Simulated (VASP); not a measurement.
# OSnBrH in VASP: notebook

One molecule, OSnBrH, is run at these levels: HSE06+D3(BJ), B3LYP+TS, r2SCAN0+D4, revPBE+D3(BJ); tasks: single point.

Everything below comes from runs of VASP 6.6.1. Logs are shortened: lines on timing, memory, paths and dates and some standing lists are left out, and cuts for length are marked.

## (1) The molecule as given

The cell holds a molecule in a box, 4 atoms: a = 13.000 Å, b = 11.000 Å, c = 11.000 Å, α = 90.00°, β = 90.00°, γ = 90.00°.

## (2) Single point, HSE06+D3(BJ)

POSCAR

```
SnHBrO
1.0
   13.0000000000      0.0000000000      0.0000000000
    0.0000000000     11.0000000000      0.0000000000
    0.0000000000      0.0000000000     11.0000000000
O Sn Br H
1 1 1 1
Cartesian
    5.6513499900      6.0830000000      4.8306500000
    5.7688499700      4.9771000400      6.4623499600
    8.2618499600      4.6641999800      6.3147499800
    4.7641500400      6.3778000000      4.6056499500
```

INCAR.step1

```
SYSTEM = SnHBrO
PREC = Accurate
ENCUT = 520
EDIFF = 1E-5
ISMEAR = 0
SIGMA = 0.01
LREAL = .FALSE.
LASPH = .TRUE.
NELM = 100
ALGO = Normal
ISIF = 2
LWAVE = .TRUE.
LCHARG = .FALSE.
GGA = PE
```

INCAR.step2

```
SYSTEM = SnHBrO
PREC = Accurate
ENCUT = 520
EDIFF = 1E-6
ISMEAR = 0
SIGMA = 0.01
LREAL = .FALSE.
LASPH = .TRUE.
NELM = 100
ALGO = Normal
ISIF = 2
LWAVE = .FALSE.
LCHARG = .FALSE.
GGA = PE
LHFCALC = .TRUE.
HFSCREEN = 0.2
PRECFOCK = Normal
IVDW = 12
VDW_S6 = 1.0
VDW_S8 = 2.31
VDW_A1 = 0.383
VDW_A2 = 5.685
ISTART = 1
```

KPOINTS

```
regular mesh
0
G
  1 1 1
  0 0 0
```

Potentials or basis: VASP PAW PBE potentials, release 64 (O, Sn_d, Br, H).

Started as:

```sh
$ cat potpaw_PBE.64/O/POTCAR potpaw_PBE.64/Sn_d/POTCAR potpaw_PBE.64/Br/POTCAR potpaw_PBE.64/H/POTCAR > POTCAR
$ cp INCAR.step1 INCAR
$ mpirun -np 1 vasp_gam > vasp.out
$ cp INCAR.step2 INCAR
$ mpirun -np 1 vasp_gam > vasp.out
```

OUTCAR:

```text
SYSTEM = SnHBrO
   PREC = Accurate
   ENCUT = 520
   EDIFF = 1E-6
   ISMEAR = 0
   LREAL = .FALSE.
   LASPH = .TRUE.
   NELM = 100
   ISIF = 2
   GGA = PE
   LHFCALC = .TRUE.
   HFSCREEN = 0.2
   PRECFOCK = Normal
   IVDW = 12
   ISTART = 1
 IVDW          = 12

 ion  position               nearest neighbor table
   1  0.435  0.553  0.439-   4 0.96   2 1.97
   2  0.444  0.452  0.587-   1 1.97   3 2.52
   3  0.636  0.424  0.574-   2 2.52
   4  0.366  0.580  0.419-   1 0.96

  LATTYP: Found a simple tetragonal cell.
 ALAT       =    11.0000000000
 C/A-ratio  =     1.1818181818

  Lattice vectors:

 A1 = (   0.0000000000,  11.0000000000,   0.0000000000)
 A2 = (   0.0000000000,   0.0000000000,  11.0000000000)
 A3 = (  13.0000000000,   0.0000000000,   0.0000000000)

Analysis of symmetry for initial positions (statically):
=====================================================================
 Subroutine PRICEL returns:
 Original cell was already a primitive cell.

 Routine SETGRP: Setting up the symmetry group for a
 simple tetragonal supercell.

 Subroutine GETGRP returns: Found  1 space group operations
 (whereof  1 operations were pure point group operations)
 out of a pool of 16 trial point group operations.

The static configuration has the point symmetry C_1 .

Analysis of symmetry for dynamics (positions and initial velocities):
=====================================================================
 Subroutine PRICEL returns:
 Original cell was already a primitive cell.

 Routine SETGRP: Setting up the symmetry group for a
 simple tetragonal supercell.

 Subroutine GETGRP returns: Found  1 space group operations
 (whereof  1 operations were pure point group operations)
 out of a pool of 16 trial point group operations.

The dynamic configuration has the point symmetry C_1 .

 Subroutine INISYM returns: Found  1 space group operations
 (whereof  1 operations are pure point group operations),
 and found     1 'primitive' translations

----------------------------------------------------------------------------------------

                                     Primitive cell

  volume of cell :    1573.0000

  direct lattice vectors                    reciprocal lattice vectors
    13.000000000  0.000000000  0.000000000     0.076923077  0.000000000  0.000000000
     0.000000000 11.000000000  0.000000000     0.000000000  0.090909091  0.000000000
     0.000000000  0.000000000 11.000000000     0.000000000  0.000000000  0.090909091

  length of vectors
    13.000000000 11.000000000 11.000000000     0.076923077  0.090909091  0.090909091

  position of ions in fractional coordinates (direct lattice)
     0.434719230  0.553000000  0.439150000
     0.443757690  0.452463640  0.587486360
     0.635526920  0.424018180  0.574068180
     0.366473080  0.579800000  0.418695450

  ion indices of the primitive-cell ions
   primitive index   ion index
                 1           1
                 2           2
                 3           3
                 4           4

----------------------------------------------------------------------------------------

 KPOINTS: regular mesh

Automatic generation of k-mesh.
 Grid dimensions read from file:
 generate k-points for:    1    1    1

 Generating k-lattice:

  Cartesian coordinates                     Fractional coordinates (reciprocal lattice)
     0.076923077  0.000000000  0.000000000     1.000000000  0.000000000  0.000000000
     0.000000000  0.090909091  0.000000000     0.000000000  1.000000000  0.000000000
     0.000000000  0.000000000  0.090909091     0.000000000  0.000000000  1.000000000

  Length of vectors
     0.076923077  0.090909091  0.090909091

  Shift w.r.t. Gamma in fractional coordinates (k-lattice)
     0.000000000  0.000000000  0.000000000

 Subroutine IBZKPT returns following result:
 ===========================================

 Found      1 irreducible k-points:

 Following reciprocal coordinates:
            Coordinates               Weight
  0.000000  0.000000  0.000000      1.000000
   k-points           NKPTS =      1   k-points in BZ     NKDIM =      1   number of bands    NBANDS=     18
   number of dos      NEDOS =    301   number of ions     NIONS =      4
   total plane-waves  NPLWV = 691488
   dimension x,y,z NGX =    98 NGY =   84 NGZ =   84
   dimension x,y,z NGXF=   196 NGYF=  168 NGZF=  168
   ions per type =               1   1   1   1
   NGX,Y,Z   is equivalent  to a cutoff of  12.53, 12.70, 12.70 a.u.
   NGXF,Y,Z  is equivalent  to a cutoff of  25.06, 25.39, 25.39 a.u.
 SYSTEM =  SnHBrO
   PREC   = accura    normal or accurate (medium, high low for compatibility)
   ISTART =      1    job   : 0-new  1-cont  2-samecut
   ICHARG =      0    charge: 1-file 2-atom 10-const
   ISPIN  =      1    spin polarized calculation?
   LNONCOLLINEAR =      F non collinear calculations
   LSORBIT =      F    spin-orbit coupling
   LASPH  =      T    aspherical Exc in radial PAW
   ENCUT  =  520.0 eV  38.22 Ry    6.18 a.u.  24.17 20.45 20.45*2*pi/ulx,y,z
   NELM   =    100;   NELMIN=  2; NELMDL=  0     # of ELM steps
   EDIFF  = 0.1E-05   stopping-criterion for ELM
   LREAL  =      F    real-space projection
   EDIFFG = 0.1E-04   stopping-criterion for IOM
   NSW    =      0    number of steps for IOM
   IBRION =     -1    ionic relax: 0-MD 1-quasi-New 2-CG
   NFREE  =      0    steps in history (QN), initial steepest desc. (CG)
   ISIF   =      2    stress and relaxation
   ISYM   =      3    0-nonsym 1-usesym 2-fastsym
   POTIM  = 0.5000    time-step for ionic-motion
   TEBEG  =    0.0;   TEEND  =   0.0 temperature during run
   PSTRESS=    0.0 pullay stress
   NELECT =      28.0000    total number of electrons
   NUPDOWN=      -1.0000    fix difference up-down
   EMIN   =  10.00;   EMAX   =-10.00  energy-range for DOS
   EFERMI =   0.00;   METHOD = LEGACY
   ISMEAR =     0;   SIGMA  =   0.01  broadening in eV -4-tet -1-fermi 0-gaus
   EFERMI_NEDOS =   21; number of points for ismear=-14 and -15
   IALGO  =     38    algorithm
   IMIX   =      1    mixing-type and parameters
     AMIX     =   0.40;   BMIX     =  1.00
     AMIX_MAG =   1.60;   BMIX_MAG =  1.00
  volume/ion in A,a.u.               =     393.25      2653.78
  Fermi-wavevector in a.u.,A,eV,Ry     =   0.427449  0.807762  2.485960  0.182713
  Thomas-Fermi vector in A             =   1.394107
   LORBIT       =      0    0 simple, 1 ext, 2 COOP (PROOUT), +10 PAW based schemes
   GGA     = PE    functional components
   LHFCALC =     T    Hartree Fock is set to
   PRECFOCK=normal    Normal, Fast or Accurate (Low or Medium for compatibility)
   ENCUT4O =  -1.0   cutoff for four orbital integrals eV
   NKREDX  =     1    reduce k-point grid by
   NKREDY  =     1    reduce k-point grid by
   NKREDZ  =     1    reduce k-point grid by
   AEXX    =    0.2500 exact exchange contribution
   HFSCREEN=    0.2000 screening length (either q_TF or 0.3 A-1)
   HFSCREENC=   0.2000 screening length for correlation (either q_TF or 0.3 A-1)
   ENCUTFOCK=  -1.0 apply spherical cutoff to Coloumb kernel
   IVDW    =    12    specifies the selected vdW correction
   LEPSILON=     F    determine dielectric tensor
   LRPA    =     F    only Hartree local field effects (RPA)
 non-spin polarized calculation
 Gauss-broadening in eV      SIGMA  =   0.01
  energy-cutoff  :      520.00
  volume of cell :     1573.00
 maximum number of plane-waves:     21209
 NGX is ok and might be reduce to    98
  NGX = 80; NGY = 64; NGZ = 64

 number of electron      28.0000002 magnetization

 Free energy of the ion-electron system (eV)
  ---------------------------------------------------
  ext. energy  EPLUGINS =         0.00000000
  ---------------------------------------------------
  free energy    TOTEN  =       -20.60418167 eV

  energy without entropy =      -20.60418167  energy(sigma->0) =      -20.60418167

 E-fermi :  -6.6069     XC(G=0):  -0.8583

 val. band max:       -6.7312591953   @ k =   0.0000   0.0000   0.0000
 cond. band min:      -2.5869700117   @ k =   0.0000   0.0000   0.0000
 fundamental gap:      4.1442891836
 Fermi energy:        -6.6068855748

 k-point     1 :       0.0000    0.0000    0.0000
  band No.  band energies     occupation
      1     -28.8333      2.00000
      2     -28.5301      2.00000
      3     -28.4970      2.00000
      4     -28.3933      2.00000
      5     -28.2359      2.00000
      6     -26.1035      2.00000
[... 10 lines left out ...]
     17      -0.3639      0.00000
     18      -0.0519      0.00000

------------------------ aborting loop because EDIFF is reached ----------------------------------------

 Edisp (eV)   -0.07699

 E8    (eV) :    -0.0491

  FORCE on cell =-STRESS in cart. coord.  units (eV):
  Direction    XX          YY          ZZ          XY          YZ          ZX
  --------------------------------------------------------------------------------------
  -------------------------------------------------------------------------------------
  Total      -0.07102     0.00837     0.08173    -0.03313    -0.12253     0.03586
  in kB      -0.07234     0.00853     0.08324    -0.03375    -0.12480     0.03652
  external pressure =        0.01 kB  Pullay stress =        0.00 kB

 VOLUME and BASIS-vectors are now :
 -----------------------------------------------------------------------------
  energy-cutoff  :      520.00
  volume of cell :     1573.00
      direct lattice vectors                 reciprocal lattice vectors
    13.000000000  0.000000000  0.000000000     0.076923077  0.000000000  0.000000000
     0.000000000 11.000000000  0.000000000     0.000000000  0.090909091  0.000000000
     0.000000000  0.000000000 11.000000000     0.000000000  0.000000000  0.090909091

 POSITION                                       TOTAL-FORCE (eV/Angst)
 -----------------------------------------------------------------------------------
      5.65135      6.08300      4.83065         0.042107      0.031081     -0.058645
      5.76885      4.97710      6.46235         0.027154     -0.073709      0.105335
      8.26185      4.66420      6.31475        -0.007135      0.004143     -0.005054
      4.76415      6.37780      4.60565        -0.062125      0.038485     -0.041637
 -----------------------------------------------------------------------------------
    total drift:                                0.000132     -0.000017     -0.000783

  FREE ENERGIE OF THE ION-ELECTRON SYSTEM (eV)
  ---------------------------------------------------
  free  energy   TOTEN  =       -20.6811705221 eV

  energy  without entropy=      -20.6811705221  energy(sigma->0) =      -20.68117052
```

Run time: 9.1 min. Hardware: 1 thread of Intel Xeon Platinum 8559C (Emerald Rapids), shared host; peak memory 1.3 GiB.

What came out:

| Quantity | Value |
| --- | --- |
| Free energy | -20.6812 eV |
| Largest force | 0.131 eV/Å |
| Gap between the frontier levels | 4.14 eV |
| Dispersion energy per atom | -0.019 eV |

Forces on the atoms (eV/Å):
```
O    0.042  0.031 -0.059
Sn   0.027 -0.074  0.105
Br  -0.007  0.004 -0.005
H   -0.062  0.038 -0.042
```

Caveat: the PAW data sets were made with another functional, which shifts forces and pressure a little; spin-orbit coupling is left out, which moves the levels of the heavy elements.

## (3) Single point, B3LYP+TS

POSCAR

```
SnHBrO
1.0
   13.0000000000      0.0000000000      0.0000000000
    0.0000000000     11.0000000000      0.0000000000
    0.0000000000      0.0000000000     11.0000000000
O Sn Br H
1 1 1 1
Direct
    0.4347192300      0.5530000000      0.4391500000
    0.4437576900      0.4524636400      0.5874863600
    0.6355269200      0.4240181800      0.5740681800
    0.3664730800      0.5798000000      0.4186954500
```

INCAR.step1

```
SYSTEM = SnHBrO
PREC     = Accurate       ! precision mode
ENCUT    = 400            ! plane-wave cutoff, eV
EDIFF    = 1E-5           ! SCF threshold, eV
ISMEAR   = 0              ! smearing method
SIGMA    = 0.01           ! smearing width, eV
LREAL    = .False.        ! projectors in reciprocal space
LASPH    = .True.         ! aspherical terms in the spheres
NELM     = 100            ! most SCF steps
ALGO     = Normal         ! electronic algorithm
ISIF     = 2              ! what is computed and relaxed
LWAVE    = .True.         ! write WAVECAR
LCHARG   = .False.        ! write CHGCAR
NBANDS   = 22             ! bands
GGA      = PE             ! functional
```

INCAR.step2

```
SYSTEM = SnHBrO
PREC     = Accurate       ! precision mode
ENCUT    = 400            ! plane-wave cutoff, eV
EDIFF    = 1E-6           ! SCF threshold, eV
ISMEAR   = 0              ! smearing method
SIGMA    = 0.01           ! smearing width, eV
LREAL    = .False.        ! projectors in reciprocal space
LASPH    = .True.         ! aspherical terms in the spheres
NELM     = 100            ! most SCF steps
ALGO     = Normal         ! electronic algorithm
ISIF     = 2              ! what is computed and relaxed
LWAVE    = .False.        ! write WAVECAR
LCHARG   = .False.        ! write CHGCAR
GGA      = B3             ! functional
LHFCALC  = .True.         ! exact exchange
AEXX     = 0.2            ! exact-exchange fraction
AGGAX    = 0.72         
AGGAC    = 0.81         
ALDAC    = 0.19         
PRECFOCK = Fast         
HFRCUT   = -1           
IVDW     = 2              ! dispersion correction
NBANDS   = 22             ! bands
ISTART   = 1
```

KPOINTS

```
Automatic mesh
0
Gamma
  1 1 1
  0 0 0
```

Potentials or basis: VASP PAW PBE potentials, release 64 (O_s, Sn_d, Br, H_s).

Started as:

```sh
$ cat potpaw_PBE.64/O_s/POTCAR potpaw_PBE.64/Sn_d/POTCAR potpaw_PBE.64/Br/POTCAR potpaw_PBE.64/H_s/POTCAR > POTCAR
$ cp INCAR.step1 INCAR
$ mpirun -np 1 vasp_gam > vasp.out
$ cp INCAR.step2 INCAR
$ mpirun -np 1 vasp_gam > vasp.out
```

Run time: 6.8 min. Hardware: 1 thread of Intel Xeon Platinum 8559C (Emerald Rapids), shared host; peak memory 0.91 GiB.

The run converged. Its results:

```
Free energy                     : -20.2910 eV
Largest force                   : 1.593 eV/Å
Gap between the frontier levels : 4.47 eV
Hirshfeld charges               : O -0.37; Sn +0.46; Br -0.23; H +0.13 e
Dispersion energy per atom      : -0.006 eV
```

Forces in eV/Å, atoms in the order of the input:
```
O    1.283 -0.220  0.011
Sn  -0.181 -0.290  0.486
Br   0.309 -0.045 -0.009
H   -1.411  0.555 -0.488
```

Levels at points of the mesh, in eV from the valence-band top:
```
           k point  band 12  band 13  band 14  band 15  band 16  band 17
(0.00, 0.00, 0.00)    -0.64    -0.59     0.00     4.47     6.12     6.67
```

Caveat: the PAW data sets were made with another functional, which shifts forces and pressure a little; spin-orbit coupling is left out, which moves the levels of the heavy elements.

## (4) Single point, r2SCAN0+D4

POSCAR is that of step 3.

INCAR.step1

```
SYSTEM = SnHBrO
PREC = Accurate
ENCUT = 520
EDIFF = 1E-5
ISMEAR = 0
SIGMA = 0.01
LREAL = .False.
LASPH = .True.
NELM = 60
ALGO = Normal
ISIF = 2
LWAVE = .True.
GGA = PE
```

INCAR.step2

```
SYSTEM = SnHBrO
PREC = Accurate
ENCUT = 520
EDIFF = 1E-6
ISMEAR = 0
SIGMA = 0.01
LREAL = .False.
LASPH = .True.
NELM = 60
ALGO = Normal
ISIF = 2
LWAVE = .False.
LCHARG = .True.
METAGGA = R2SCAN
LHFCALC = .True.
AEXX = 0.25
LMIXTAU = .True.
PRECFOCK = Normal
IVDW = 13
VDW_S6 = 1.0
VDW_S8 = 0.8992
VDW_A1 = 0.4778
VDW_A2 = 5.8779
LELF = .True.
LVHAR = .True.
LVACPOTAV = .True.
ISTART = 1
```

KPOINTS

```
regular mesh
0
Gamma
  1 1 1
  0 0 0
```

Potentials or basis: VASP PAW PBE potentials, release 64 (O, Sn_d, Br, H).

Started as:

```sh
$ cat potpaw_PBE.64/O/POTCAR potpaw_PBE.64/Sn_d/POTCAR potpaw_PBE.64/Br/POTCAR potpaw_PBE.64/H/POTCAR > POTCAR
$ cp INCAR.step1 INCAR
$ mpirun -np 1 vasp_gam > vasp.out
$ cp INCAR.step2 INCAR
$ mpirun -np 1 vasp_gam > vasp.out
```

Wall time 16 min (1 thread of Intel Xeon Platinum 8559C (Emerald Rapids), shared host); peak memory 1.4 GiB.

Results (log left out):

```
Free energy                     : -47.5343 eV
Largest force                   : 0.180 eV/Å
Gap between the frontier levels : 5.13 eV
Dispersion energy per atom      : -0.007 eV
```

Forces on the atoms (eV/Å):
```
O   -0.162 -0.023  0.076
Sn   0.130  0.028 -0.070
Br  -0.138  0.028 -0.012
H    0.169 -0.032  0.006
```

Levels at points of the mesh, in eV from the valence-band top:
```tsv
k point	band 10	band 11	band 12	band 13	band 14	band 15	band 16	band 17	band 18
(0.00, 0.00, 0.00)	-2.37	-1.91	-0.77	-0.72	0.00	5.13	6.95	7.51	7.77
```

Caveat: the PAW data sets were made with another functional, which shifts forces and pressure a little; spin-orbit coupling is left out, which moves the levels of the heavy elements.

(Continued in part 2 of 2.)
